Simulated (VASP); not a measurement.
Level of theory: PBE GGA, VASP's PBE PAW potentials (set 64) (plane waves; VASP 6.6.1).

VASP ran on this input.

KPOINTS:
```
Automatic mesh
0
gamma
 12 12 6
```

INCAR:
```
SYSTEM=Zr
PREC=Accurate; ENCUT=400; LREAL=.FALSE.
LASPH=.TRUE.
EDIFF=1E-6; NELM=100; ALGO=Normal
LMAXMIX=4
ISMEAR=1; SIGMA=0.5
GGA=PE
ISIF=2
LWAVE=.FALSE.; LCHARG=.FALSE.
```

**POSCAR**
```
Zr
1
    1.6473000000    -2.8532070000     0.0000000000
    1.6473000000     2.8532070000     0.0000000000
    0.0000000000     0.0000000000     5.2530000000
Zr
2
Direct
  0.3333330000   0.6666670000   0.2500000000
  0.6666670000   0.3333330000   0.7500000000
```

POTCAR, in this order: Zr_sv (PBE.64 set). Program: vasp_std.

The run wrote:

### OUTCAR
```
 ion  position               nearest neighbor table
   1  0.333  0.667  0.250-   2 3.24   2 3.24   2 3.24   2 3.24   2 3.24   2 3.24
   2  0.667  0.333  0.750-   1 3.24   1 3.24   1 3.24   1 3.24   1 3.24   1 3.24
  LATTYP: Found a hexagonal cell.
 ALAT       =     3.2945997443
 C/A-ratio  =     1.5944273683
 Subroutine PRICEL returns:
 Original cell was already a primitive cell.
 Subroutine GETGRP returns: Found 24 space group operations
The static configuration has the point symmetry D_3d.
 The point group associated with its full space group is D_6h.
The dynamic configuration has the point symmetry D_3d.
 Subroutine INISYM returns: Found 24 space group operations
 Subroutine IBZKPT returns following result:
 Found     76 irreducible k-points:

 Following reciprocal coordinates:
            Coordinates               Weight
  0.000000  0.000000  0.000000      1.000000
  0.083333  0.000000  0.000000      6.000000
  0.166667  0.000000  0.000000      6.000000
  0.250000 -0.000000  0.000000      6.000000
  0.333333  0.000000  0.000000      6.000000
  0.416667  0.000000  0.000000      6.000000
  0.500000 -0.000000  0.000000      3.000000
  0.083333  0.083333  0.000000      6.000000
  0.166667  0.083333  0.000000     12.000000
  0.250000  0.083333  0.000000     12.000000
  0.333333  0.083333  0.000000     12.000000
  0.416667  0.083333  0.000000     12.000000
  0.166667  0.166667  0.000000      6.000000
  0.250000  0.166667  0.000000     12.000000
  0.333333  0.166667  0.000000     12.000000
  0.416667  0.166667  0.000000      6.000000
  0.250000  0.250000  0.000000      6.000000
  0.333333  0.250000  0.000000     12.000000
  0.333333  0.333333  0.000000      2.000000
  0.000000  0.000000  0.166667      2.000000
  0.083333  0.000000  0.166667     12.000000
  0.166667  0.000000  0.166667     12.000000
...
```

OSZICAR:
```
       N       E                     dE             d eps       ncg     rms          rms(c)
DAV:   1     0.181755599530E+03    0.18176E+03   -0.12041E+04  2440   0.122E+03
DAV:   2    -0.504624889380E+01   -0.18680E+03   -0.18518E+03  3064   0.372E+02
DAV:   3    -0.175919816395E+02   -0.12546E+02   -0.12402E+02  4648   0.684E+01
DAV:   4    -0.177763826131E+02   -0.18440E+00   -0.18435E+00  2664   0.960E+00
DAV:   5    -0.177806761054E+02   -0.42935E-02   -0.42936E-02  3808   0.103E+00    0.129E+01
DAV:   6    -0.171127007721E+02    0.66798E+00   -0.10800E+00  2512   0.890E+00    0.486E+00
DAV:   7    -0.169795506569E+02    0.13315E+00   -0.66577E-01  3408   0.607E+00    0.114E+00
DAV:   8    -0.169843891632E+02   -0.48385E-02   -0.40499E-02  3264   0.162E+00    0.306E-01
DAV:   9    -0.169845556746E+02   -0.16651E-03   -0.24517E-03  2808   0.502E-01    0.393E-02
DAV:  10    -0.169845028918E+02    0.52783E-04   -0.67122E-05  3640   0.523E-02    0.254E-02
DAV:  11    -0.169845016154E+02    0.12764E-05   -0.12440E-05  2864   0.433E-02    0.480E-03
DAV:  12    -0.169845017079E+02   -0.92582E-07   -0.33902E-07  1872   0.474E-03
   1 F= -.16984502E+02 E0= -.17000322E+02  d E =0.474599E-01
```

File OUTCAR:
```
------------------------ aborting loop because EDIFF is reached ----------------------------------------
  FORCE on cell =-STRESS in cart. coord.  units (eV):
  Direction    XX          YY          ZZ          XY          YZ          ZX
  --------------------------------------------------------------------------------------
  Total       -1.5226501     -1.5226498     -1.5184459      0.0000000     -0.0000000     -0.0000000
  in kB      -49.4045932    -49.4045830    -49.2681811      0.0000000     -0.0000000     -0.0000000
  external PRESSURE =     -49.3591191 kB  Pullay stress =       0.0000000 kB
  volume of cell :       49.38
      direct lattice vectors                 reciprocal lattice vectors
     1.647300000 -2.853207000  0.000000000     0.303526984 -0.175241404  0.000000000
     1.647300000  2.853207000  0.000000000     0.303526984  0.175241404  0.000000000
     0.000000000  0.000000000  5.253000000     0.000000000  0.000000000  0.190367409
 POSITION                                       TOTAL-FORCE (eV/Angst)
 -----------------------------------------------------------------------------------
      1.64730      0.95107      1.31325        -0.000000     -0.000000      0.000000
      1.64730     -0.95107      3.93975         0.000000      0.000000      0.000000
 -----------------------------------------------------------------------------------
    total drift:                                0.000000      0.001150     -0.000020
  FREE ENERGIE OF THE ION-ELECTRON SYSTEM (eV)
  ---------------------------------------------------
  free  energy   TOTEN  =       -16.9845017079 eV

  energy  without entropy=      -17.0319615876  energy(sigma->0) =      -17.00032167
```
(Selected blocks of OUTCAR.)

The compound is Zr in the hcp structure. The cell was not relaxed at this level. The run is one of a series of settings (SIGMA = 0.5 against the base run), some of them coarse on purpose. VASP warned that the highest band is occupied, so more bands are needed.
